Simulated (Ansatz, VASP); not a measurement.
# TeIrS (1T-IrSTe, 1 layer): VASP beside Ansatz, part 2 of 2

One calculation is typed for both programs; each brings its own data sets. How far apart do they land? Of the first pair: The structure shown is the start of the Ansatz relaxation below; VASP solves that cell, so the two are compared at the walk's first step.

VASP 6.6.1 and Ansatz 0.2.0.

So far. Step 4 (Side by side): The forces differ by 18 meV/Å r.m.s., which is 5.9 % of the r.m.s. force of 0.311 eV/Å (both taken over all components). With vacuum in the cell, a pressure given here is an average over mostly empty space and none of the material.

## Step 6: Ansatz: relaxation, PBE

Level of this step: Ansatz beside VASP: Kohn-Sham DFT, plane waves, PBE (Ansatz).

This run makes the geometry at which the two programs are then compared.

The structure compared here is the end of the Ansatz relaxation.

The input, input.yaml:

```yaml
crystal:
  lattice:
    - [3.581057, 0.0, 0.0]
    - [-1.7905285, 3.1012863344, 0.0]
    - [0.0, 0.0, 19.7816086487]
  atoms:
    - { symbol: Te, position: [0.6666666667, 0.3333333333, 0.4296920514] }
    - { symbol: Ir, position: [0.0, 0.0, 0.5150172576] }
    - { symbol: S, position: [0.3333333333, 0.6666666667, 0.5703079486] }
kpoints:
  mp_grid: { grid: [12, 12, 1] }
hamiltonian:
  xc: pbe
scf:
  occupations: { method: fermi_dirac, width: 0.05 }
  convergence: { dr2_threshold: 1.0e-08 }
efield:
  axis: 3
  dipole_correction: true
  ramp_position: 0.97
  ramp_width: 0.04
relax:
  f_tol: 0.01
  cell: { fix: [c, alpha, beta] }
output:
  write_potential: true
  write_density: true
  volumetric_format: npy
```

On the command line:

```console
ansatz run input.yaml --threads 4 --pin off --max-ram 8192MiB --backend cpu --events-out ev --progress --plain --runs-dir out
```

Numbers of over 12 decimals in the logs are rounded to 6 here.

Log:

```text
[...]
Crystal: 3 atoms, lattice volume = 219.692 Å³
Basis set: ecut = 420 eV, 4213 PW (Γ), exchange–correlation on 48×48×270 points (8 copies of the dense FFT grid, shifted against one another)
[...]
cell:  # Å, volume = 219.7459 Å³
    - [3.581494, 0.0, 0]
    - [-1.790747, 3.101665, 0]
    - [0, 0, 19.7816086487]
  atoms:
    - { symbol: Te, position: [0.666667, 0.333333, 0.425510] }
    - { symbol: Ir, position: [1.427425210410742e-18, 0, 0.517033] }
    - { symbol: S, position: [0.333333, 0.666667, 0.572475] }
[key lines of the parts left out:]
SCF converged after 3 iterations
Free energy (F): -19817.776495 eV
Fermi energy:    0.200672 eV
Dipole field:    D = -0.039447 V/Å  (p = -0.047904 e·Å, saw-weighted, corrected)
Work function:   Φ+ = 5.2257 eV   Φ− = 4.4454 eV
P = ⅓ Tr σ = -0.0010 GPa (-0.010 kbar)
```

## Step 7: VASP: single point, PBE, relaxed cell, pair 2

The same cell, functional, mesh and smearing now go to VASP, with its own data sets.

The input, INCAR:

```
SYSTEM = TeIrS
PREC = Accurate
ENCUT = 500
EDIFF = 1E-06
NELM = 120
ISMEAR = -1
SIGMA = 0.05
LREAL = .FALSE.
ALGO = Normal
GGA = PE
NBANDS = 16
LASPH = .TRUE.
LORBIT = 11
LWAVE = .FALSE.
LCHARG = .FALSE.
ISIF = 2
LDIPOL = .TRUE.
IDIPOL = 3
DIPOL = 0.5 0.5 0.505
LVHAR = .TRUE.
GGA_COMPAT = .FALSE.
NELMDL = -8
```

The input, POSCAR:

```
TeIrS
1.0
    3.5814941099      0.0000000000      0.0000000000
   -1.7907470550      3.1016648827      0.0000000000
    0.0000000000      0.0000000000     19.7816086487
Te Ir S
1 1 1
Direct
    0.6666666667      0.3333333333      0.4255097233
    0.0000000000      1.0000000000      0.5170329460
    0.3333333334      0.6666666666      0.5724745883
```

The input, KPOINTS:

```
Automatic mesh
0
Gamma
12 12 1
0 0 0
```

Potentials, in the order of the species: Te, Ir and S (PBE family, release 64).

On the command line:

```console
mpirun -np 1 vasp_std
```

Log:

```text
[... set-up lines as in an earlier step ...]
 entering main loop
       N       E                     dE             d eps       ncg     rms          rms(c)
DAV:   1     0.158856632406E+03    0.15886E+03   -0.68576E+03   608   0.923E+02
DAV:   2    -0.142670820210E+01   -0.16028E+03   -0.15024E+03   832   0.219E+02
DAV:   3    -0.168070887719E+02   -0.15380E+02   -0.15162E+02   848   0.712E+01
DAV:   4    -0.171597044672E+02   -0.35262E+00   -0.35192E+00   824   0.131E+01
[...]
DAV:  25    -0.165729020022E+02   -0.10721E-05   -0.83919E-08   704   0.140E-03    0.719E-04
DAV:  26    -0.165729036294E+02   -0.16272E-05   -0.27053E-08   632   0.650E-04    0.664E-04
DAV:  27    -0.165729045784E+02   -0.94901E-06   -0.17926E-08   648   0.674E-04
   1 F= -.16572905E+02 E0= -.16566722E+02  d E =-.123657E-01
```

From OUTCAR (step 7):

```text
  Total        0.0305513      0.0305513      0.0224097     -0.0000000      0.0000000      0.0000000
  in kB        0.2227511      0.2227511      0.1633904     -0.0000000      0.0000000      0.0000000
  external PRESSURE =       0.2029642 kB  Pullay stress =       0.0000000 kB

 POSITION                                       TOTAL-FORCE (eV/Angst)
 -----------------------------------------------------------------------------------
      1.79075      1.03389      8.41727        -0.000000      0.000000      0.000532
      0.00000      0.00000     10.22774        -0.000000     -0.000000     -0.038505
      0.00000      2.06778     11.32447         0.000000     -0.000000      0.037973
 -----------------------------------------------------------------------------------
    total drift:                               -0.000000      0.000000     -0.000147

  FREE ENERGIE OF THE ION-ELECTRON SYSTEM (eV)
  ---------------------------------------------------
  free  energy   TOTEN  =       -16.5729045784 eV

  energy  without entropy=      -16.5605388692  energy(sigma->0) =      -16.56672172

[... 1 part as in an earlier step ...]

[... 2 further parts left out ...]
[key lines of the parts left out:]
E-fermi :  -1.3482
```

## Step 8: Differences

What differs besides the data sets and the points named for the pairs above, as far as they apply: the data sets hold 39 valence electrons in Ansatz (on its default PAW (the set named soft_2) files) and 21 in VASP; the cutoff is 420 eV in Ansatz and 500 eV in VASP; Ansatz's pressure holds a Pulay correction, VASP's none. Total energies have different zeros and are not compared.

The two programs side by side:

```
                                   quantity  Ansatz  VASP  difference
                             pressure (GPa)    0.00  0.02       -0.02
 work function, lower of the two faces (eV)    4.45  4.45       -0.01
work function, higher of the two faces (eV)    5.23  5.21       +0.01
```

At this near-relaxed geometry the largest component of a force difference is 39 meV/Å. With vacuum in the cell, a pressure given here is an average over mostly empty space and none of the material.

## Step 9: What came out

| Quantity | Value |
| --- | --- |
| r.m.s. force difference (single point, PBE, start cell, pair 1) | 5.9 % of the r.m.s. force |
| r.m.s. force difference (single point, PBE, relaxed cell, pair 2) | 18 meV/Å |

In words: The r.m.s. force difference is 5.9 % of the r.m.s. force (single point, PBE, start cell, pair 1), beyond the 3 % picked in this series as the mark of a large difference. The data sets hold unlike numbers of valence electrons (39 in Ansatz and 21 in VASP), so part of the differences comes from the potentials. For single point, PBE, start cell, pair 1, no further run moves any of the tabulated differences by more than a quarter of its size. What causes the difference of the single point, PBE, relaxed cell, pair 2 pair stays open here. How closely two codes agree says nothing of how well the functional describes the real material.

[Lines on the potential files, build, host, timing and source positions are cut from VASP's logs without a mark.]

[Logs are printed without paths, hosts, clocks, repeated set-up lines and the standing remarks that a program may print on its own settings, such as how far it seeks lower states.]

[Hosts, paths, dates, database ids (printed as entryN), source tags and the programs' standing remarks are cut or masked in the printed files.]
